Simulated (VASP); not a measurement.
## TmS (space group Fm-3m): computed properties

Method: PBEsol GGA, VASP's PBE PAW potentials (set 64) (plane waves; VASP).

```yaml
space_group: Fm-3m (225)
cell: a = b = c = 5.360 Å, α = β = γ = 90.00°
volume_per_atom: 19.25 Å³/atom
band gap (over mesh and band path): none (metal, semimetal or under 0.01 eV)
hill_bulk_modulus: 114 GPa
hill_shear_modulus: 42.4 GPa
Poisson's ratio: 0.334
band_gap_with_spin_orbit_coupling: none (metallic)
density: 8.67 g/cm³
optical Γ-point spectrum: 290 (×3) cm⁻¹
C11: 279 GPa
C12: 31.1 GPa
C44: 16.5 GPa
```

Space group Fm-3m (No. 225); a = b = c = 5.3602 Å, α = β = γ = 90.00°

```csv
atom,site,symmetry,x,y,z
Tm,4b,m-3m,0.5000,0.5000,0.5000
S,4a,m-3m,0.0000,0.0000,0.0000
```
(The calculation used a cell of 2 atoms; values per cell refer to that cell.)

The 4f electrons are frozen in the core of the lanthanide potential, so 4f levels, which can set the real gap, and their magnetism are missing. Finite-difference elastic constants of metals are sensitive to mesh and smearing; shear constants can be off by tens of GPa.

The structure comes from a computed database's TmS entry (Fm-3m); how it stands against other phases isn't given here. It was relaxed first. Symmetry was kept, so distortions that lower it aren't found. The electron count is odd and the run is not spin-polarised, which forces a metal.
